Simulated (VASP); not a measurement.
Input:

```xyz
4
Lattice="3.3689 0.0000 0.0000 0.0000 3.3689 0.0000 0.0000 0.0000 3.3689" Properties=species:S:1:pos:R:3 pbc="T T T"
Fe     0.0000     0.0000     0.0000
Ni     0.0000     1.6844     1.6844
Ni     1.6844     0.0000     1.6844
Ni     1.6844     1.6844     0.0000
```
Starting moments (μB, in the order of the record's atoms Fe Ni Ni Ni): 2.7 0.6 0.6 0.6.

All values below come from LDA (Ceperley-Alder, Perdew-Zunger), VASP's LDA PAW potentials (set 64) (plane waves; VASP). Run with 500 eV cut-off, 9×9×9 Γ-centred mesh, first-order Methfessel-Paxton smearing of 0.10 eV, potentials Fe Ni.

Energy and stress use the plane-wave basis of the starting cell.

Task: The ions, cell shape and volume at an external pressure of 30.0 GPa are relaxed. Predict the relaxed structure.

Result: 
```xyz
4
Lattice="3.3386 0.0000 0.0000 0.0000 3.3386 0.0000 0.0000 0.0000 3.3386" Properties=species:S:1:pos:R:3 pbc="T T T"
Fe     0.0000     0.0000     0.0000
Ni     0.0000     1.6693     1.6693
Ni     1.6693     0.0000     1.6693
Ni     1.6693     1.6693     0.0000
```
Space group Pm-3m (221), at a tolerance of 0.03 Å. The cell ends with 4.40 μB, on the sites 2.58 0.58 0.58 0.58 μB.

Task: How do energy and volume change from the first to the last step?

Result: The energy (σ→0) changes by +39.4 meV/atom and the volume by -2.7 %, in 3 ionic steps.

```
step  E(σ→0) (eV)  max force (eV/Å)  pressure (GPa)  volume (Å³)
----  -----------  ----------------  --------------  -----------
1        -29.0436             0.000           19.85        38.23
2        -28.2911             0.000           57.09        34.98
3        -28.8862             0.000           29.86        37.21
```

The compound is Ni3Fe in the L1_2 structure. This run relaxes it under an external pressure of 30 GPa. Symmetry was kept, so distortions that lower it aren't found.
